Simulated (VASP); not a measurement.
Wanted: the native input for a VASP 6.6.1 run.

```yaml
Task: single point
Functional: PBE
Potentials_or_basis: VASP PAW PBE potentials, release 64 (Se, C)
Cutoff: 520 eV
k_mesh: 6 × 6 × 3
Occupations: fermi-dirac, width 0.05 eV
Spin: no spin polarisation
Further_INCAR_settings: ALGO = Normal; EDIFF = 1e-07; NBANDS = 25
```

The structure of CSe2 lies in POSCAR:

```
CSe2
1.0
    3.5697670000     -2.9947800000      0.0000000000
    3.5697670000      2.9947800000      0.0000000000
    0.0000000000      0.0000000000      9.4626520000
Se C
4 2
Direct
    0.2124220000      0.7875780000      0.8793850000
    0.7875780000      0.2124220000      0.1206150000
    0.2875780000      0.7124220000      0.3793850000
    0.7124220000      0.2875780000      0.6206150000
    0.0000000000      0.0000000000      0.0000000000
    0.5000000000      0.5000000000      0.5000000000
```

The cell comes from a database or a generator and needn't be the stable form of this composition.

One way to write it, as run:

INCAR

```
SYSTEM = CSe2
PREC = Accurate
ENCUT = 520
EDIFF = 1E-7
ISMEAR = -1
SIGMA = 0.05
LREAL = .FALSE.
LASPH = .TRUE.
NELM = 100
ALGO = Normal
ISIF = 2
LWAVE = .FALSE.
LCHARG = .FALSE.
GGA = PE
NBANDS = 25
```

KPOINTS

```
Automatic mesh
0
G
  6 6 3
  0 0 0
```

Potentials or basis: VASP PAW PBE potentials, release 64 (Se, C).

Run with:

```console
$ cat potpaw_PBE.64/Se/POTCAR potpaw_PBE.64/C/POTCAR > POTCAR
$ mpirun -np 1 vasp_std > vasp.out
```

It gave:

```json
{
 "Pressure": "0.2 GPa",
 "Largest force": "0.053 eV/Å",
 "Band gap on the k mesh": "2.35 eV, indirect (least direct gap 2.46 eV)"
}
```

Caveat: an odd mesh through Γ misses points on the zone boundary, where band edges often lie.

It took 86 s on 1 thread of Intel(R) Xeon(R) Platinum 8488C (Sapphire Rapids) (shared host), peak memory 0.32 GiB.
